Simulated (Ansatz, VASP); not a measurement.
## Pt3Pb in VASP and in Ansatz

Contents of INCAR:

```
  ALGO = Normal
  EDIFF = 1E-8
  ENCUT = 520
  ISIF = 2
  ISMEAR = -1
  LASPH = T
  LCHARG = F
  LEFG = T
  LREAL = F
  LWAVE = F
  NBANDS = 30
  NELM = 80
  PREC = Accurate
  SIGMA = 0.03
```

File KPOINTS:

```
k-points
0
Gamma
  9 9 9
```

Contents of POSCAR:

```
Pt3Pb
1.0
    4.0444279923      0.0000000000      0.0000000000
    0.0000000000      4.0444279923      0.0000000000
    0.0000000000      0.0000000000      4.0444279923
Pt Pb
3 1
Direct
    0.0000000000      0.5000000000      0.5000000000
    0.5000000000      0.0000000000      0.5000000000
    0.5000000000      0.5000000000      0.0000000000
    0.0000000000      0.0000000000      0.0000000000
```

Input for Ansatz:

```yaml
crystal:
  lattice:
    - [4.0444279923, 0.0, 0.0]
    - [0.0, 4.0444279923, 0.0]
    - [0.0, 0.0, 4.0444279923]
  atoms:
    - { symbol: Pt, position: [0.0, 0.5, 0.5] }
    - { symbol: Pt, position: [0.5, 0.0, 0.5] }
    - { symbol: Pt, position: [0.5, 0.5, 0.0] }
    - { symbol: Pb, position: [0.0, 0.0, 0.0] }
kpoints:
  mp_grid: { grid: [9, 9, 9] }
scf:
  occupations: { method: fermi_dirac, width: 0.03 }
hamiltonian:
  xc: lda
  pseudopotentials: { kind: paw }
output:
  forces: true
  stress: true
  eigenvalues: true
  efg: { contact_densities: true }
```

Change from the starting cell: volume scaled by 0.99, PAW files.

Alike in both runs: task electric field gradients; functional LDA; k mesh 9 × 9 × 9; occupations fermi-dirac, width 0.03 eV; no spin polarisation.

|  | VASP | Ansatz |
| --- | --- | --- |
| version | VASP 6.6.1 | Ansatz 0.2.0 |
| potentials or method | VASP PAW LDA potentials, release 64 (Pt, Pb_d) | PAW with Ansatz's default frozen-core files, scalar-relativistic |
| plane-wave cutoff (eV) | 520 | 420 |
| valence electrons in the cell | 44 | 68 |

```csv
,VASP,Ansatz,Ansatz less VASP
pressure (GPa),-0.1,-0.8,-0.66
Vzz of the field gradient on the site that differs most (V/Å²),-149.9,-159.5,-9.69
```

The two sets of potentials don't hold the same shells in valence. Ansatz warned: «gradients_without_spin_orbit».

The runs have no spin-orbit coupling, so splittings on Pb, Pt are missing.
